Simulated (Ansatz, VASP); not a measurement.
## Cross-check of BN between VASP and Ansatz

Wanted: the spread between two codes on one cell, functional and k mesh. The cell is taken from a series of runs on this material, whose earlier steps may have relaxed, scaled, displaced or heated it; both programs get it as it stands.

Calculated with Ansatz 0.2.0; plane waves, with VASP 6.6.1 beside it; relaxation of cell and atoms at PBE with D3(BJ).

## 1. The structure

Symmetry: P6_3mc, No. 186, hexagonal system. The conventional cell has a = 2.541 Å, b = 2.541 Å, c = 4.203 Å, α = 90.00°, β = 90.00°, γ = 120.00°. Nearest to B lie 4 N at 1.56 to 1.57 Å. Nearest to N lie 4 B at 1.56 to 1.57 Å. Farther neighbours and most contacts between anions are not listed.

Structure file:

```cif
data_structure
_symmetry_space_group_name_H-M 'P 1'
_symmetry_Int_Tables_number 1
_cell_length_a 2.5412
_cell_length_b 2.5412
_cell_length_c 4.2029
_cell_angle_alpha 90.000
_cell_angle_beta 90.000
_cell_angle_gamma 120.000
_cell_volume 23.50
loop_
_atom_site_label
_atom_site_type_symbol
_atom_site_fract_x
_atom_site_fract_y
_atom_site_fract_z
_atom_site_occupancy
B1 B 0.66667 0.33333 0.99976 1
B2 B 0.33333 0.66667 0.49976 1
N3 N 0.66667 0.33333 0.62524 1
N4 N 0.33333 0.66667 0.12524 1
```

## 2. VASP: relaxation of cell and atoms, PBE with D3(BJ)

The relaxed volume is the usual yardstick between codes: in a stiff, nearly cubic crystal its relative difference is about their pressure difference at one cell divided by the bulk modulus.

Lines of VASP's logs that name or quote its potential files are left out, and so is its time.

INCAR reads:

```
SYSTEM = BN
PREC = Accurate
ENCUT = 600
EDIFF = 1E-07
NELM = 120
ISMEAR = 0
SIGMA = 0.01
LREAL = .FALSE.
ALGO = Normal
GGA = PE
IVDW = 12
NBANDS = 14
LORBIT = 11
LWAVE = .FALSE.
LCHARG = .FALSE.
ISIF = 3
IBRION = 2
NSW = 80
EDIFFG = -0.005
LASPH = .TRUE.
GGA_COMPAT = .FALSE.
NELMIN = 4
EFERMI = MIDGAP
```

POSCAR reads:

```
BN
1.0
    2.5411690000      0.0000000000      0.0000000000
   -1.2705840000      2.2007170000      0.0000000000
    0.0000000000      0.0000000000      4.2028640000
B N
2 2
Direct
    0.6666663286      0.3333331819      0.9997644463
    0.3333330507      0.6666663637      0.4997644463
    0.6666663286      0.3333331819      0.6252355537
    0.3333330507      0.6666663637      0.1252355537
```

KPOINTS reads:

```
Automatic mesh
0
Gamma
12 12 8
0 0 0
```

PAW data sets: B and N (PBE family, release 64).

Started as:

```sh
$ mpirun -np 1 vasp_std
```

Numbers of over 12 decimals in the logs are rounded to 6 here.

What it wrote:

```text
[banner, memory and clock lines left out]
running    1 mpi-ranks, on    1 nodes
 distrk:  each k-point on    1 cores,    1 groups
 distr:  one band on    1 cores,    1 groups

 POSCAR found type information on POSCAR B N
 POSCAR found :  2 types and       4 ions
 LDA part: xc-table for (Slater+PW92), standard interpolation
 POSCAR, INCAR and KPOINTS ok, starting setup
 FFT: planning ... GRIDC
 FFT: planning ... GRID_SOFT
 FFT: planning ... GRID
 WAVECAR not read
 entering main loop
       N       E                     dE             d eps       ncg     rms          rms(c)
DAV:   1     0.526444173301E+02    0.52644E+02   -0.94027E+03  2660   0.125E+03
DAV:   2    -0.337405940051E+02   -0.86385E+02   -0.79911E+02  3648   0.281E+02
DAV:   3    -0.367806753307E+02   -0.30401E+01   -0.30272E+01  3770   0.498E+01
DAV:   4    -0.367942143370E+02   -0.13539E-01   -0.13538E-01  2726   0.357E+00
DAV:   5    -0.367943199306E+02   -0.10559E-03   -0.10559E-03  3608   0.276E-01    0.951E+00
DAV:   6    -0.350039897092E+02    0.17903E+01   -0.35803E+00  3398   0.165E+01    0.451E+00
DAV:   7    -0.348618815643E+02    0.14211E+00   -0.28303E-01  3134   0.488E+00    0.274E+00
DAV:   8    -0.348329787225E+02    0.28903E-01   -0.64730E-02  2900   0.221E+00    0.251E-01
DAV:   9    -0.348317277136E+02    0.12510E-02   -0.25333E-03  3500   0.588E-01    0.132E-01
DAV:  10    -0.348319988994E+02   -0.27119E-03   -0.44092E-04  3062   0.185E-01    0.277E-02
DAV:  11    -0.348320033512E+02   -0.44518E-05   -0.58856E-05  3446   0.699E-02    0.144E-02
DAV:  12    -0.348320041380E+02   -0.78677E-06   -0.77651E-06  3404   0.275E-02    0.232E-03
DAV:  13    -0.348320042698E+02   -0.13179E-06   -0.17846E-07  2544   0.484E-03    0.827E-04
DAV:  14    -0.348320042786E+02   -0.88257E-08   -0.11164E-08  1810   0.121E-03
   1 F= -.35673099E+02 E0= -.35673099E+02  d E =-.356731E+02
 curvature:   0.00 expect dE= 0.000E+00 dE for cont linesearch  0.000E+00
 trial: gam= 0.00000 g(F)=  0.215E-05 g(S)=  0.358E-04 ort = 0.000E+00 (trialstep = 0.100E+01)
 search vector abs. value=  0.379E-04
 bond charge predicted
       N       E                     dE             d eps       ncg     rms          rms(c)
DAV:   1    -0.348329975957E+02   -0.99333E-03   -0.13451E-03  3206   0.341E-01    0.443E-02
DAV:   2    -0.348329596319E+02    0.37964E-04   -0.73338E-05  3350   0.833E-02    0.156E-02
DAV:   3    -0.348329570270E+02    0.26050E-05   -0.10736E-05  3304   0.280E-02    0.470E-03
DAV:   4    -0.348329564568E+02    0.57020E-06   -0.56364E-07  3416   0.776E-03    0.220E-03
DAV:   5    -0.348329562556E+02    0.20114E-06   -0.13991E-07  1696   0.321E-03    0.760E-04
DAV:   6    -0.348329562271E+02    0.28523E-07   -0.15612E-08  1486   0.160E-03
   2 F= -.35673096E+02 E0= -.35673096E+02  d E =0.294454E-05
 trial-energy change:    0.000003  1 .order    0.000002   -0.000038    0.000042
 step:   0.4563(harm=  0.4767)  dis= 0.00007  next Energy=   -35.673107 (dE=-0.855E-05)
 bond charge predicted
       N       E                     dE             d eps       ncg     rms          rms(c)
DAV:   1    -0.348324599720E+02    0.49628E-03   -0.39903E-04  3200   0.186E-01    0.242E-02
DAV:   2    -0.348324492391E+02    0.10733E-04   -0.21833E-05  3338   0.454E-02    0.857E-03
DAV:   3    -0.348324485883E+02    0.65088E-06   -0.31987E-06  3292   0.153E-02    0.256E-03
DAV:   4    -0.348324485115E+02    0.76770E-07   -0.15736E-07  2426   0.423E-03
   3 F= -.35673107E+02 E0= -.35673107E+02  d E =-.835208E-05
 curvature:  -0.24 expect dE=-0.193E-07 dE for cont linesearch -0.454E-12
 trial: gam= 0.00237 g(F)=  0.754E-07 g(S)=  0.588E-08 ort =-0.851E-08 (trialstep = 0.891E+00)
 search vector abs. value=  0.815E-07
 reached required accuracy - stopping structural energy minimisation
```

OUTCAR, selected parts (step 2):

```text
ion  position               nearest neighbor table
   1  0.667  0.333  1.000-   4 1.56   4 1.56   4 1.56   3 1.57
   2  0.333  0.667  0.500-   3 1.56   3 1.56   3 1.56   4 1.57
   3  0.667  0.333  0.625-   2 1.56   2 1.56   2 1.56   1 1.57
   4  0.333  0.667  0.125-   1 1.56   1 1.56   1 1.56   2 1.57

  LATTYP: Found a hexagonal cell.
 ALAT       =     2.5411690000
 C/A-ratio  =     1.6539096770

 Subroutine GETGRP returns: Found 12 space group operations
 (whereof  6 operations were pure point group operations)

The static configuration has the point symmetry C_3v.
 The point group associated with its full space group is C_6v.

 Found     95 irreducible k-points:

   k-points           NKPTS =     95   k-points in BZ     NKDIM =     95   number of bands    NBANDS=     14

   dimension x,y,z NGX =    20 NGY =   20 NGZ =   36
   dimension x,y,z NGXF=    40 NGYF=   40 NGZF=   72

   ENCUT  =  600.0 eV  44.10 Ry    6.64 a.u.   5.08  5.08  8.39*2*pi/ulx,y,z

   NELECT =      16.0000    total number of electrons

 k-points in reciprocal lattice and weights: Automatic mesh
   0.00000000  0.00000000  0.00000000       0.001
   0.08333333  0.00000000  0.00000000       0.005
   0.16666667  0.00000000  0.00000000       0.005
   0.25000000  0.00000000  0.00000000       0.005
   0.33333333  0.00000000  0.00000000       0.005
   0.41666667  0.00000000  0.00000000       0.005
   0.50000000  0.00000000  0.00000000       0.003
   0.08333333  0.08333333  0.00000000       0.005
   0.16666667  0.08333333  0.00000000       0.010
[...]
0.33333333  0.25000000  0.50000000       0.010
   0.33333333  0.33333333  0.50000000       0.002

 Edisp (eV)   -0.84014

 average (electrostatic) potential at core
       1 -24.4139       2 -24.4139       3 -60.3291       4 -60.3291

 E-fermi :  10.2097

 k-point     1 :       0.0000    0.0000    0.0000
  band No.  band energies     occupation
    ...
      4       5.4839      2.00000
      5       5.4839      2.00000
      6       7.3452      2.00000
      7       7.6204      2.00000
      8       7.6204      2.00000
      9      16.0118      0.00000
     10      16.0118      0.00000
     11      16.2613      0.00000
     12      17.2103      0.00000
     13      18.4750      0.00000
    ...

 k-point     2 :       0.0833    0.0000    0.0000
  band No.  band energies     occupation
    ...
      4       4.7896      2.00000
      5       5.1996      2.00000
      6       7.0436      2.00000
      7       7.1979      2.00000
      8       7.4618      2.00000
      9      15.7697      0.00000
     10      16.3167      0.00000
     11      16.5166      0.00000
     12      17.6979      0.00000
     13      18.9596      0.00000
    ...

 k-point     3 :       0.1667    0.0000    0.0000
  band No.  band energies     occupation
    ...
      4       3.1194      2.00000
      5       4.5323      2.00000
      6       5.6264      2.00000
      7       6.7447      2.00000
      8       7.0275      2.00000
      9      15.3611      0.00000
     10      16.8977      0.00000
     11      17.0393      0.00000
     12      18.5670      0.00000
     13      19.4846      0.00000
    ...

 Edisp (eV)   -0.84066

  Total       0.00049     0.00049    -0.00003     0.00000     0.00000    -0.00000
  in kB       0.03359     0.03359    -0.00205     0.00000     0.00000    -0.00000
  external pressure =        0.02 kB  Pullay stress =        0.00 kB

  energy-cutoff  :      600.00
  volume of cell :       23.52
      direct lattice vectors                 reciprocal lattice vectors
     2.541643693  0.000000000  0.000000000     0.393446179  0.227156159  0.000000000
    -1.270821346  2.201128096  0.000000000    -0.000000000  0.454312496 -0.000000000
    -0.000000000  0.000000000  4.203458840     0.000000000  0.000000000  0.237899320

 POSITION                                       TOTAL-FORCE (eV/Angst)
 -----------------------------------------------------------------------------------
      1.27082      0.73371      4.20240        -0.000000      0.000000      0.000625
      0.00000      1.46742      2.10067        -0.000000     -0.000000      0.000625
      1.27082      0.73371      2.62823         0.000000     -0.000000     -0.000625
      0.00000      1.46742      0.52650        -0.000000      0.000000     -0.000625
 -----------------------------------------------------------------------------------
    total drift:                                0.000678      0.000679      0.000097

  FREE ENERGIE OF THE ION-ELECTRON SYSTEM (eV)
  ---------------------------------------------------
  free  energy   TOTEN  =       -35.6731071890 eV

  energy  without entropy=      -35.6731071890  energy(sigma->0) =      -35.67310719

 reached required accuracy - stopping structural energy minimisation

 total charge
# of ion       s       p       d       tot
------------------------------------------
    1        0.679   1.365   0.000   2.044
    2        0.679   1.365   0.000   2.044
    3        1.213   2.759   0.000   3.971
    4        1.213   2.759   0.000   3.971
--------------------------------------------------
tot          3.783   8.248   0.000  12.031

[... 3 further parts left out ...]
```

CONTCAR:

```
BN
   1.00000000000000
     2.5416436931673720    0.0000000001078497    0.0000000000000000
    -1.2708213463968847    2.2011280963388451    0.0000000000000000
    -0.0000000000000000    0.0000000000000000    4.2034588398979160
  B               N
     2     2
Direct
     0.6666663286000016    0.3333331819000023    0.9997469410166397
     0.3333330506999985    0.6666663637000028    0.4997469410166398
     0.6666663286000016    0.3333331819000023    0.6252530589833603
     0.3333330506999985    0.6666663637000028    0.1252530589833602
```

The run keeps the 12 symmetry operations of its start, so it cannot find a distortion of lower symmetry.

## 3. Ansatz: relaxation of cell and atoms, PBE with D3(BJ)

Ansatz runs on its PAW soft_1 files.

The same cell, functional and mesh now go to Ansatz, which takes its cutoff from its data sets.

input.yaml reads:

```yaml
crystal:
  lattice:
    - [2.5411685628, 0.0, 0.0]
    - [-1.2705842814, 2.2007165306, 0.0]
    - [0.0, 0.0, 4.2028638761]
  atoms:
    - { symbol: B, position: [0.6666666667, 0.3333333333, 0.9997643597] }
    - { symbol: B, position: [0.3333333333, 0.6666666667, 0.4997643597] }
    - { symbol: "N", position: [0.6666666667, 0.3333333333, 0.6252356403] }
    - { symbol: "N", position: [0.3333333333, 0.6666666667, 0.1252356403] }
kpoints:
  mp_grid: { grid: [12, 12, 8] }
hamiltonian:
  xc: pbe
  dispersion: d3bj
  pseudopotentials: { kind: paw, azcp: { folder: soft_1 } }
scf:
  occupations: { method: fixed }
output:
  forces: true
  stress: true
  eigenvalues: true
relax:
  adjacent_minimum: "off"
  f_tol: 0.001
  max_steps: 60
  cell: { stress_tol: 0.01 }
```

Started as:

```sh
$ ansatz run input.yaml --threads 4 --pin off --max-ram 10240MiB --backend cpu --events-out ev --progress --plain --runs-dir out
```

What it wrote:

```text
Engine: ansatz 0.2.0, x86_64-unknown-linux-gnu
Pseudopotentials: kind: paw
Pseudopotential: B, paw, valence charge 3, recommended cutoff 420 eV (normal), soft_1/B.paw.azcp
Pseudopotential: N, paw, valence charge 5, recommended cutoff 420 eV (normal), soft_1/N.paw.azcp
Functional definition: PBE
  parameter kappa = 0.804
  parameter beta = 0.066725
  exchange = pbe_x(kappa = kappa, mu = beta*pi^2/3)
  correlation = pbe_c(beta = beta)
Crystal: 4 atoms, lattice volume = 23.504 Å³
Basis set: ecut = 420 eV, 465 PW (Γ), exchange–correlation on 36×36×60 points (8 copies of the dense FFT grid, shifted against one another)
Bands: 12, of which v1, the nominal top of the filled ones, is band 8 counted from 1 (7 counted from 0)
Symmetry: 12 space group operations
Space group: P63mc (ITA 186), of the structure as read, at distance tolerance 2.9e-5 Å
k-points: 95 of 1152 (time reversal used)
Non-local potential: B, projectors of the file, l = 0: 2, l = 1: 2, l = 2: 1
Non-local potential: N, projectors of the file, l = 0: 2, l = 1: 2, l = 2: 1
PAW form: soft (Blöchl's): semilocal exchange-correlation on the pseudo side does not see the compensation charge
PAW one-centre angular grid: B, 110 points (default); XC on 64 Gauss nodes
PAW one-centre angular grid: N, 110 points (default); XC on 64 Gauss nodes
Initial density: superposition of atomic densities (chi_scale 0.1, normalization cell, long waves kept (reshape's long-wave potential 0.00 eV rms))
Initial wavefunctions: pseudopotential atomic-orbital guess
Functional: x = pbe(κ = 0.804, μ = 0.219515), c = pbe(β = 0.066725)
SCF iter   1: F=—  HF=-1086.664145 eV  |F-HF|=—  |Δ(HF+E_count)|=         —  Δρ=1.47e-1  dr2=4.12e0  ethr=3.10e-3  ⟨swp⟩=4.0  Hψ=5174  notcnv=0  defer=90
preconditioner: auto → none  [insulator: Δε(μ)=6.671 eV  Ē_g=18.211 eV  n_scr=2 (ndim 8)  ℏωp=30.6 eV  f_vac=0.000  ε∞_Penn≈3.8]
SCF iter   2: F=—  HF=-1085.437480 eV  |F-HF|=—  |Δ(HF+E_count)|=    1.23e0  Δρ=6.40e-2  dr2=5.25e-1  ethr=3.10e-3  ⟨swp⟩=2.1  Hψ=3019  notcnv=0  defer=68
SCF iter   3: F=—  HF=-1085.332140 eV  |F-HF|=—  |Δ(HF+E_count)|=   1.05e-1  Δρ=2.31e-2  dr2=7.45e-2  ethr=3.10e-3  ⟨swp⟩=2.4  Hψ=1972  notcnv=0  defer=166
SCF iter   4: F=—  HF=-1085.326019 eV  |F-HF|=—  |Δ(HF+E_count)|=   6.12e-3  Δρ=2.91e-3  dr2=7.68e-4  ethr=4.65e-4  ⟨swp⟩=3.0  Hψ=2094  notcnv=0  defer=186
SCF iter   5: F=—  HF=-1085.326281 eV  |F-HF|=—  |Δ(HF+E_count)|=   2.62e-4  Δρ=3.78e-4  dr2=1.92e-5  ethr=4.80e-6  ⟨swp⟩=2.8  Hψ=2036  notcnv=0  defer=186
SCF iter   6: F=—  HF=-1085.326254 eV  |F-HF|=—  |Δ(HF+E_count)|=   2.73e-5  Δρ=1.97e-5  dr2=2.28e-8  ethr=6.25e-10  ⟨swp⟩=5.7  Hψ=6893  notcnv=0
SCF iter   7: F=-1085.326254 eV  HF=-1085.326254 eV  |F-HF|=1.25e-9  |Δ(HF+E_count)|=   4.27e-8  Δρ=3.22e-6  dr2=1.94e-9  ethr=1.43e-10  ⟨swp⟩=1.7  Hψ=3479  notcnv=0
SCF 1 converged in 7 iterations: F = -1085.326254 eV  dr2 = 1.94e-9
  greatest PAW one-centre occupation: 0.790 electrons in one spin orbital (limit 2), on the N atom at site 3 (counted from 0), in its partial waves of l = 0
relax step   1: F+E_penalty+E_count = -1085.32625412 eV  Δ(F+E_penalty+E_count) = +0.000e0 eV  max|allowed force component| = 1.337e-4 eV/Å  Δτ_max = 0.0000 Å  P = -0.001 GPa  Ω = 23.504 Å³  (7 SCF iters, dr2 threshold 1.00e-7 eV, accepted)
Initial density: handed on by an earlier stage of this run
Initial wavefunctions: pseudopotential atomic-orbital guess (no wavefunctions were taken with the density)
iter 1 solved again at ethr=2.77e-8 eV; its pass at ethr=3.10e-3 eV (dr2=4.44e-6 eV) is discarded
SCF iter   1: F=—  HF=-1085.326278 eV  |F-HF|=—  |Δ(HF+E_count)|=         —  Δρ=4.16e-6  dr2=2.90e-9  ethr=2.77e-8  ⟨swp⟩=3.0  Hψ=8753  notcnv=0  defer=172
preconditioner: auto → none  [insulator: Δε(μ)=5.193 eV  Ē_g=17.703 eV  n_scr=2 (ndim 8)  ℏωp=30.6 eV  f_vac=0.000  ε∞_Penn≈4.0]
SCF iter   2: F=—  HF=-1085.326254 eV  |F-HF|=—  |Δ(HF+E_count)|=   2.37e-5  Δρ=1.97e-6  dr2=6.92e-10  ethr=1.81e-11  ⟨swp⟩=2.3  Hψ=1964  notcnv=0  defer=52
SCF iter   3: F=—  HF=-1085.326254 eV  |F-HF|=—  |Δ(HF+E_count)|=  1.62e-10  Δρ=7.30e-7  dr2=8.39e-11  ethr=4.33e-12  ⟨swp⟩=2.9  Hψ=2001  notcnv=0  defer=52
SCF iter   4: F=—  HF=-1085.326254 eV  |F-HF|=—  |Δ(HF+E_count)|=  1.75e-11  Δρ=2.87e-7  dr2=9.42e-12  ethr=1.00e-12  ⟨swp⟩=2.9  Hψ=1981  notcnv=0  defer=52
SCF iter   5: F=-1085.326254 eV  HF=-1085.326254 eV  |F-HF|=4.55e-13  |Δ(HF+E_count)|=  9.09e-13  Δρ=1.04e-7  dr2=1.11e-12  ethr=1.00e-12  ⟨swp⟩=6.5  Hψ=5523  notcnv=0
SCF 2 converged in 5 iterations: F = -1085.326254 eV  dr2 = 1.11e-12
relax step   2: F+E_penalty+E_count = -1085.32625412 eV  Δ(F+E_penalty+E_count) = -8.097e-10 eV  max|allowed force component| = 1.346e-4 eV/Å  Δτ_max = 0.0000 Å  P = -0.000 GPa  Ω = 23.504 Å³  stress off target by 1.73e-3 GPa  SCF on the basis re-selected at this cell (its energy is not comparable with the rows above)  (5 SCF iters)
basis re-selected at this cell: Δ(F+E_penalty+E_count) = -8.097e-10 eV, ΔP = +0.000 GPa vs the last step (what re-selecting the basis moved, of the pressure what is left beyond the Pulay correction that the steps carried, after the strain that the cell walked since its last selection, with what the two solves' SCF thresholds leave and, on support functions, any second-order correction that the steps lacked; it is no  [...]
SCF converged after 5 iterations
Free energy (F): -1085.326254 eV
Harris-Foulkes:  -1085.326254 eV  (|F-HF|=4.55e-13)
Internal energy: -1085.326254 eV  (E = F + TS)
E sigma→0 (E₀):  -1085.326254 eV
Fermi energy:    11.410838 eV
--- Per-component energies (eV) ---
  E_band       = 53.645288
  E_kinetic    = 368.043566
  E_local      = -318.515930  (includes V_loc(G=0)·N_el)
  E_nonlocal   = 84.447206
  E_hartree    = 98.679757
  E_xc         = -186.658054
  E_vxc        = -230.847748  (∫ρ·V_xc dr)
  E_paw        = -413.408906  (= ΣΔE_a)
  E_vpaw       = -46.843165  (= ΣTr[D̂ρ^β])
  E_aug_tail   = 0.001851  (compensation charges beyond the density's cutoff)
  E_ewald      = -717.074515
  E_disp       = -0.841230  (pairwise vdW)
  E_smearing   = -0.000000  (= −TS)
  E_closure    = 0.000000  (closes the sum)
  Σ components = -1085.326254   (vs F -1085.326254, Δ=0.00e0)
--- Forces (eV/Å), atoms counted from 1 ---
  atom   1  B      0.00000000     0.00000000    -0.00013470
  atom   2  B      0.00000000    -0.00000000    -0.00013470
  atom   3  N      0.00000000    -0.00000000     0.00013454
  atom   4  N      0.00000000     0.00000000     0.00013454
  max |Σ_I F_I| component: 3.21e-7 eV/Å
--- Stress (GPa, compression-positive) ---
        0.000311      -0.000000       0.000000
       -0.000000       0.000311      -0.000000
        0.000000      -0.000000      -0.001725
  P = ⅓ Tr σ = -0.0004 GPa (-0.004 kbar)
--- Band table (eV; the first three rows and the last of 95) ---
  k-point 0: bands = [... 4 lower, 9.2739, 11.1382, 11.4108, 11.4108, 19.8134, 19.8134, 20.0541, 20.9956]
  k-point 1: bands = [... 4 lower, 9.3406, 10.6148, 11.3090, 11.3090, 19.9273, 19.9273, 20.2820, 20.9925]
  k-point 2: bands = [... 4 lower, 9.5355, 9.5355, 11.0312, 11.0312, 20.2535, 20.2535, 20.6727, 20.9847]
  k-point 94: bands = [... 4 lower, 3.6370, 3.6370, 8.3602, 8.3602, 20.7838, 20.7838, 21.6275, 21.6275]
--- Relaxed structure (1 steps of the walk, 1 accepted, 1 SCFs on fresh bases) ---
  F+E_penalty+E_count = -1085.32625412 eV   max|allowed force component| = 1.346e-4 eV/Å   (the final SCF, on the basis selected at the relaxed cell)
  cell:  # Å, volume = 23.5041 Å³
    - [2.541169, 0.0, 0.0]
    - [-1.270584, 2.200717, 0.0]
    - [0.0, 0.0, 4.2028638761]
  atoms:
    - { symbol: B, position: [0.666667, 0.333333, 0.999764] }
    - { symbol: B, position: [0.333333, 0.666667, 0.499764] }
    - { symbol: N, position: [0.666667, 0.333333, 0.6252356403] }
    - { symbol: N, position: [0.333333, 0.666667, 0.1252356403] }
```

## 4. Comparison

Known differences besides the potentials themselves: fixed occupations in Ansatz, narrow Gaussian smearing in VASP; the cutoff is 420 eV in Ansatz and 600 eV in VASP; Ansatz adds a Pulay correction to the stress that steers its cell, VASP none. Total energies have different zeros and are not compared.

The two programs side by side:

| quantity | Ansatz | VASP | difference |
| --- | --- | --- | --- |
| volume (Å³) | 23.50 | 23.52 | -0.05 % |
| edge a after relaxation, in the typed setting (Å) | 2.541 | 2.542 | -0.02 % |
| edge c after relaxation, in the typed setting (Å) | 4.203 | 4.204 | -0.01 % |

## 5. Outcome

| Property | Result |
| --- | --- |
| difference in volume (relaxation of cell and atoms, PBE with D3(BJ)) | -0.052 % |

**Reading.** The difference in volume is -0.052 % (relaxation of cell and atoms, PBE with D3(BJ)), within the 1.2 % picked in this series as the mark of a large difference, as far as the stopping tolerances let one tell. 1 further run of this series is not shown here. Such differences can come from data sets, numerical settings and the points named under the comparisons, not from the functional's error against experiment.

[Lines on the potential files, build, host, timing and source positions are cut from VASP's logs without a mark.]

[Logs are printed without paths, hosts, clocks, repeated set-up lines and the standing remarks that a program may print on its own settings, such as how far it seeks lower states.]

[Hosts, paths, dates, database ids (printed as entryN), source tags and the programs' standing remarks are cut or masked in the printed files.]
